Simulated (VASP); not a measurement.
Input for VASP

**POSCAR**
```
CuI
1
    0.0000000000     5.7163425000     5.7163425000
    5.7163425000     0.0000000000     5.7163425000
    5.7163425000     5.7163425000     0.0000000000
Cu I
1 1
Direct
  0.0000000000   0.0000000000   0.0000000000
  0.2500000000   0.2500000000   0.2500000000
```

INCAR:
```
SYSTEM = CuI
PREC = Accurate
ENCUT = 400
EDIFF = 1E-6
NELM = 100
ALGO = Normal
LREAL = .FALSE.
LASPH = .TRUE.
ISMEAR = 0
SIGMA = 0.05
GGA = PE
LMAXMIX = 4
LWAVE = .FALSE.
LCHARG = .FALSE.
ISIF = 2
```

File KPOINTS:
```
Automatic mesh
0
Gamma
3 3 3
0 0 0
```

POTCAR, in this order: Cu I (PBE.64 set). Program: vasp_std.

What VASP printed:

File standard output:
```
 POSCAR found type information on POSCAR CuI
 POSCAR found :  2 types and       2 ions
 Reading from existing POTCAR
 Reading from existing POTCAR
 LDA part: xc-table for (Slater+PW92), standard interpolation
 POSCAR, INCAR and KPOINTS ok, starting setup
 WAVECAR not read
 entering main loop
       N       E                     dE             d eps       ncg     rms          rms(c)
DAV:   1     0.979514223605E+02    0.97951E+02   -0.44479E+03   104   0.776E+02
DAV:   2     0.115620394024E+02   -0.86389E+02   -0.77592E+02   112   0.192E+02
DAV:   3    -0.197621642746E+01   -0.13538E+02   -0.12795E+02   142   0.634E+01
DAV:   4    -0.255389677730E+01   -0.57768E+00   -0.57659E+00   122   0.191E+01
DAV:   5    -0.257052408685E+01   -0.16627E-01   -0.16625E-01   150   0.299E+00    0.274E+00
DAV:   6    -0.131936152153E+01    0.12512E+01   -0.10932E+00   114   0.855E+00    0.196E+00
DAV:   7    -0.153697067853E+01   -0.21761E+00   -0.39261E+00   143   0.112E+01    0.379E+00
DAV:   8    -0.159634724926E+01   -0.59377E-01   -0.11976E+00   104   0.647E+00    0.208E+00
DAV:   9    -0.177292550624E+01   -0.17658E+00   -0.12367E-01   122   0.146E+00    0.214E+00
DAV:  10    -0.178458110159E+01   -0.11656E-01   -0.44209E-03   125   0.460E-01    0.213E+00
DAV:  11    -0.135587650615E+01    0.42870E+00   -0.65654E-02   136   0.187E+00    0.195E+00
DAV:  12    -0.112487871197E+01    0.23100E+00   -0.76298E-02   173   0.995E+00    0.164E+00
DAV:  13    -0.112908337132E+01   -0.42047E-02   -0.29261E-02   104   0.107E+00    0.147E+00
DAV:  14    -0.113272391376E+01   -0.36405E-02   -0.40776E-03   112   0.952E-01    0.112E+00
DAV:  15    -0.113712397557E+01   -0.44001E-02   -0.11569E-02   156   0.730E-01    0.106E+00
DAV:  16    -0.115566040343E+01   -0.18536E-01   -0.19346E-02   136   0.114E+00    0.957E-01
DAV:  17    -0.112831063194E+01    0.27350E-01   -0.73112E-03   136   0.935E-01    0.676E-01
DAV:  18    -0.113078896247E+01   -0.24783E-02   -0.54930E-04   112   0.246E-01    0.542E-01
DAV:  19    -0.112838825021E+01    0.24007E-02   -0.10980E-03   141   0.267E-01    0.388E-01
DAV:  20    -0.112842535321E+01   -0.37103E-04   -0.11023E-04   112   0.106E-01    0.278E-01
DAV:  21    -0.112846386072E+01   -0.38508E-04   -0.11836E-04   141   0.946E-02    0.222E-01
DAV:  22    -0.112836686582E+01    0.96995E-04   -0.23039E-05   112   0.562E-02    0.164E-01
DAV:  23    -0.112838974796E+01   -0.22882E-04   -0.10396E-05   130   0.381E-02    0.115E-01
DAV:  24    -0.112835906239E+01    0.30686E-04   -0.51957E-06   104   0.374E-02    0.590E-02
DAV:  25    -0.112835978188E+01   -0.71948E-06   -0.99493E-07    62   0.115E-02
   1 F= -.11283598E+01 E0= -.11283058E+01  d E =-.108001E-03
```

OUTCAR:
```
------------------------ aborting loop because EDIFF is reached ----------------------------------------
  FORCE on cell =-STRESS in cart. coord.  units (eV):
  Direction    XX          YY          ZZ          XY          YZ          ZX
  --------------------------------------------------------------------------------------
  Total       -1.3659250     -1.3659250     -1.3659250      0.0000000     -0.0000000      0.0000000
  in kB       -5.8580450     -5.8580450     -5.8580450      0.0000000     -0.0000000      0.0000000
  external PRESSURE =      -5.8580450 kB  Pullay stress =       0.0000000 kB
  volume of cell :      373.58
      direct lattice vectors                 reciprocal lattice vectors
     0.000000000  5.716342500  5.716342500    -0.087468517  0.087468517  0.087468517
     5.716342500  0.000000000  5.716342500     0.087468517 -0.087468517  0.087468517
     5.716342500  5.716342500  0.000000000     0.087468517  0.087468517 -0.087468517
  FREE ENERGIE OF THE ION-ELECTRON SYSTEM (eV)
  ---------------------------------------------------
  free  energy   TOTEN  =        -1.1283597819 eV

  energy  without entropy=       -1.1282517807  energy(sigma->0) =       -1.12830578
```
(Selected blocks of OUTCAR.)

The run ends quietly. Is anything wrong with it?

The cause: the lattice was typed in bohr, and VASP reads ångström. The run ends without an error. Against the sound run, the energy per atom (σ→0) goes up by 2.215 eV/atom; the pressure drops by 1.01 GPa; the band gap drops by 0.95 eV; the volume increases by 570 %. To mend it, correct POSCAR, correct KPOINTS.
File POSCAR:
```
CuI
1
    0.0000000000     3.0250000000     3.0250000000
    3.0250000000     0.0000000000     3.0250000000
    3.0250000000     3.0250000000     0.0000000000
Cu I
1 1
Direct
  0.0000000000   0.0000000000   0.0000000000
  0.2500000000   0.2500000000   0.2500000000
```
File KPOINTS:
```
Automatic mesh
0
Gamma
6 6 6
0 0 0
```
The mended run (PBE GGA, plane waves, VASP's PBE PAW potentials (set 64)) converges, and its OSZICAR ends with
```
   1 F= -.55588499E+01 E0= -.55588499E+01  d E =-.862288E-13
```

The compound is CuI in the zinc blende structure. The cell was not relaxed at this level.
